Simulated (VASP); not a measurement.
VASP runs on GdN (a trial cell in the CsCl structure, space group Pm-3m) share one base input (PBE GGA, plane waves, VASP's PBE PAW potentials (set 64)) and change the settings named in each case.

### INCAR
```
SYSTEM = GdN
PREC = Accurate; ENCUT = 520; LREAL = .False.
LASPH = .True.
EDIFF = 1E-6; NELM = 100; ALGO = Normal
LMAXMIX = 6
ISMEAR = 0; SIGMA = 0.05
GGA = PE
ISIF = 2
LWAVE = .False.; LCHARG = .False.
```

### POSCAR
```
GdN
1
    2.9400000000     0.0000000000     0.0000000000
    0.0000000000     2.9400000000     0.0000000000
    0.0000000000     0.0000000000     2.9400000000
Gd N
1 1
Direct
  0.0000000000   0.0000000000   0.0000000000
  0.5000000000   0.5000000000   0.5000000000
```

**KPOINTS**
```
Automatic mesh
0
Gamma
8 8 8
0 0 0
```

POTCAR, in this order: Gd_3 N (PBE.64 set). Program: vasp_std.

| change | E(σ→0) (eV/atom) | pressure (GPa) | −TS (eV) |
|---|---|---|---|
| base run | -7.1483 | 16.41 | -0.0015 |
| IVDW = 13 | -7.5520 | 11.07 | -0.0015 |
| GGA = AM | -7.4585 | 8.43 | -0.0018 |
| AGGAC = 0.0, GGA = BO, LUSE_VDW = .TRUE., PARAM1 = 0.1833333333, PARAM2 = 0.22 | -5.3266 | 15.95 | -0.0013 |
| GGA removed, LMIXTAU = .TRUE., METAGGA = R2SCAN | -20.8535 | 14.22 | -0.0012 |
| GGA removed, LMIXTAU = .TRUE., METAGGA = SCAN | -28.5814 | 11.79 | -0.0012 |
| GGA = RP | -6.6706 | [?] | -0.0012 |

Q: Some entries are withheld; supply them.

A: 
- GGA = RP, pressure (GPa): 20.57

Energies of different potentials or functionals have different zeros. The 4f electrons are frozen in the core of the lanthanide potential, so 4f levels, which can set the real gap, and their magnetism are missing.

Left out are runs that ran out of time, are held back, or changed the cell or the kind of run, fixed moments of cells without a moment, rows past the twelfth, gaps on odd meshes, pressures of charged cells and columns that move by less than the noise.

The structure was generated: GdN was put into the CsCl type (Pm-3m), which need not be its known phase. The cell was not relaxed at this level.
